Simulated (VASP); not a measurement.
An input for Ansatz (written as the equivalent of a VASP run, and not itself run):

Ansatz 0.2 input:
```yaml
crystal:
  lattice:
    - [5.3956370, 0.0000000, 0.0000000]
    - [-2.6978190, 4.6727590, 0.0000000]
    - [0.0000000, 0.0000000, 4.2729920]
  atoms:
    - { symbol: Ru, position: [0.1666400, 0.3332800, 0.2500000] }
    - { symbol: Ru, position: [0.8333600, 0.6667200, 0.7500000] }
    - { symbol: Ru, position: [0.8333600, 0.1666400, 0.7500000] }
    - { symbol: Ru, position: [0.1666400, 0.8333600, 0.2500000] }
    - { symbol: Ru, position: [0.6667200, 0.8333600, 0.2500000] }
    - { symbol: Ru, position: [0.3332800, 0.1666400, 0.7500000] }
    - { symbol: Rh, position: [0.3333330, 0.6666670, 0.7500000] }
    - { symbol: Rh, position: [0.6666670, 0.3333330, 0.2500000] }
kpoints:
  mp_grid: { grid: [5, 5, 5] }
hamiltonian:
  xc: pbesol
  pseudopotentials: { kind: paw }
scf:
  occupations: { method: gaussian, width: 0.136 }
  max_iter: 100
output: { forces: true, stress: true, eigenvalues: true }
```

Problem. Write the VASP files for the same calculation (PBEsol).

Solution. One answer among several that fit: 
INCAR:
```
SYSTEM = Ru3Rh
PREC = Accurate; ENCUT = 300; LREAL = .False.
LASPH = .True.
EDIFF = 1E-6; NELM = 100; ALGO = Normal
LMAXMIX = 4
ISMEAR = 0; SIGMA = 0.136
GGA = PS
ISIF = 2
LWAVE = .False.; LCHARG = .False.
```

KPOINTS:
```
K-points
0
G
  5 5 5
```

**POSCAR**
```
Ru3Rh
1
    5.3956370000     0.0000000000     0.0000000000
   -2.6978190000     4.6727590000     0.0000000000
    0.0000000000     0.0000000000     4.2729920000
Ru Rh
6 2
Direct
  0.1666400000   0.3332800000   0.2500000000
  0.8333600000   0.6667200000   0.7500000000
  0.8333600000   0.1666400000   0.7500000000
  0.1666400000   0.8333600000   0.2500000000
  0.6667200000   0.8333600000   0.2500000000
  0.3332800000   0.1666400000   0.7500000000
  0.3333330000   0.6666670000   0.7500000000
  0.6666670000   0.3333330000   0.2500000000
```

POTCAR, in this order: Ru_pv Rh_pv (PBE.64 set). Program: vasp_std.

Limits of the translation: each code has its own PAW files, so the cut-off isn't converted (ENCUT is set for VASP's; basis.ecutwfc is left out, and Ansatz then takes the one that its files recommend); Ansatz stops its SCF on the density residual and VASP on the energy change (EDIFF).

The structure comes from a computed database's Ru3Rh entry (P6_3/mmc); how it stands against other phases isn't given here. The cell was not relaxed at this level.
